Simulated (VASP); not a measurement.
MgZn3Se3S: relaxation of cell and atoms with PBE

The system is MgZn3Se3S.

```
CELL_PARAMETERS angstrom
3.96000 0.00000 0.00000
0.00000 3.96000 0.00000
0.00000 0.00000 11.20000
ATOMIC_POSITIONS crystal
Mg 0.00000 0.00000 0.00000
Zn 0.50000 0.50000 0.75000
Zn 0.50000 0.50000 0.25000
Zn 0.00000 0.00000 0.50000
Se 0.50000 0.00000 0.62500
Se 0.00000 0.50000 0.37500
Se 0.00000 0.50000 0.87500
S 0.50000 0.00000 0.12500
```

The cell was built by a generator and needn't be a form met in nature.

```
Program                : VASP 6.6.1
Task                   : relaxation of cell and atoms
Functional             : PBE
Potentials or basis    : VASP PAW PBE potentials, release 64 (Mg, Zn, Se, S)
Cutoff                 : 520 eV
k mesh                 : 4 × 4 × 2
Occupations            : gaussian, width 0.15 eV
Spin                   : no spin polarisation
Further INCAR settings : PREC = Normal; ALGO = Fast; EDIFF = 0.0001; IBRION = 2; EDIFFG = -0.08; NSW = 24; ISIF = 3
```

| Quantity | Value |
| --- | --- |
| Relaxed volume | 23.43 Å³/atom |
| Relaxed cell | a = 4.069 Å, b = 4.051 Å, c = 11.373 Å, α = 90.00°, β = 90.00°, γ = 90.00° |
| Space group after relaxing (to 0.05 Å) | Pmm2 (No. 25) |
| Energy gained by relaxing | 34.9 meV/atom |
| Ionic steps | 16 |
| Pressure after relaxing | 0.3 GPa |
| Largest force after relaxing | 0.041 eV/Å |
| Band gap on the k mesh | 1.52 eV, direct |

Forces on the atoms (eV/Å):
```
Mg   0.000  0.000  0.010
Zn   0.000  0.000  0.025
Zn   0.000  0.000 -0.008
Zn   0.000  0.000 -0.041
Se   0.000  0.000  0.005
Se   0.000  0.000  0.036
Se   0.000  0.000 -0.016
S    0.000  0.000 -0.011
```

Stress tensor (GPa, compression positive):
```
0.29 0.00 0.00
0.00 0.40 0.00
0.00 0.00 0.35
```

Step by step:
| step | energy change (eV) | largest force (eV/Å) | pressure (GPa) | volume (Å³) |
| --- | --- | --- | --- | --- |
| 1 | 0.0000 | 0.9578 | 4.75 | 175.63 |
| 2 | -0.2326 | 0.3233 | -0.90 | 192.70 |
| 3 | -0.2403 | 0.4000 | -0.48 | 190.28 |
| 4 | -0.2405 | 0.4068 | -0.22 | 189.98 |
| 5 | -0.2585 | 0.2668 | -0.59 | 189.22 |
| 6 | -0.2638 | 0.3228 | 0.30 | 186.94 |
| 7 | -0.2707 | 0.1745 | 0.11 | 187.85 |
| 8 | -0.2755 | 0.1040 | -0.32 | 188.18 |
| 9 | -0.2764 | 0.0996 | 0.07 | 188.29 |
| 10 | -0.2777 | 0.1164 | -0.35 | 188.50 |
| 11 | -0.2784 | 0.0867 | -0.24 | 187.45 |
| 12 | -0.2754 | 0.0930 | 0.66 | 186.25 |
| 13 | -0.2780 | 0.1070 | 0.71 | 187.07 |
| 14 | -0.2783 | 0.1115 | 0.37 | 187.32 |
| 15 | -0.2784 | 0.1047 | 0.13 | 187.37 |
| 16 | -0.2793 | 0.0410 | 0.35 | 187.46 |

Final structure:
```yaml
crystal:
  lattice:
    - [4.06861, 0.00000, 0.00000]
    - [0.00000, 4.05098, 0.00000]
    - [0.00000, 0.00000, 11.37344]
  atoms:
    - { symbol: Mg, position: [0.00000, 0.00000, 0.01055] }
    - { symbol: Zn, position: [0.50000, 0.50000, 0.74762] }
    - { symbol: Zn, position: [0.50000, 0.50000, 0.24621] }
    - { symbol: Zn, position: [0.00000, 0.00000, 0.49742] }
    - { symbol: Se, position: [0.50000, 0.00000, 0.62184] }
    - { symbol: Se, position: [0.00000, 0.50000, 0.37084] }
    - { symbol: Se, position: [0.00000, 0.50000, 0.87255] }
    - { symbol: S, position: [0.50000, 0.00000, 0.13297] }
```

Levels at points of the mesh, in eV from the valence-band top:
```tsv
k point	band 28	band 29	band 30	band 31	band 32	band 33	band 34	band 35
(0.00, 0.00, 0.00)	-0.91	-0.08	-0.04	0.00	1.52	3.11	3.64	3.89
(0.50, 0.00, 0.00)	-0.74	-0.65	-0.64	-0.61	2.57	3.19	4.02	5.17
(0.00, 0.50, 0.00)	-0.72	-0.70	-0.69	-0.66	2.70	3.11	4.19	4.91
(0.50, 0.50, 0.00)	-1.99	-1.92	-1.83	-1.83	3.02	3.27	3.56	4.11
(0.00, 0.00, 0.50)	-0.65	-0.61	-0.18	-0.15	2.61	2.86	3.40	3.57
(0.50, 0.00, 0.50)	-1.22	-0.65	-0.64	-0.61	3.23	3.38	3.49	4.76
(0.00, 0.50, 0.50)	-1.22	-0.70	-0.69	-0.68	3.41	3.43	3.47	4.59
(0.50, 0.50, 0.50)	-2.15	-2.10	-2.10	-2.00	3.67	3.87	4.16	4.27
```

Run time: 7.8 min on 1 thread of Intel(R) Xeon(R) Platinum 8259CL CPU @ 2.50GHz (Skylake/Cascade Lake), with other jobs on the host, peak memory 0.27 GiB.

Caveat: the relaxation stopped at a loose force limit of 0.08 eV/Å, so its end isn't a converged minimum. A hybrid or GW would open this gap; PBE tends to underestimate it.
